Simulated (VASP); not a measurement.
Here is the system:

```
CELL_PARAMETERS angstrom
      1.59544    -2.76338     0.00000
      1.59544     2.76338     0.00000
      0.00000     0.00000     5.09140
ATOMIC_POSITIONS crystal
  Mg 0.33333 0.66667 0.25000
  Mg 0.66667 0.33333 0.75000
```

Method: PBEsol GGA, VASP's PBE PAW potentials (set 64) (plane waves; VASP 6.6.1). Run with 520 eV cut-off, Gaussian smearing of 0.050 eV, potentials Mg.

Problem. Give the energies of bands 1 to 5 at the high-symmetry points, in eV from the Fermi level.

Solution. 
```tsv
band	Γ	M	K	A	L	H
1	-7.05	-2.26	-0.73	-5.61	-1.17	0.13
2	-1.66	-2.24	-0.69	-5.61	-1.17	0.13
3	-1.10	2.69	-0.69	5.34	-0.49	0.61
4	10.84	3.04	4.16	5.34	-0.49	0.61
5	10.84	3.43	4.16	11.61	8.00	1.52
```

It has no gap at this level: it comes out as a metal or semimetal.

The compound is Mg in the hcp structure. It was relaxed first.
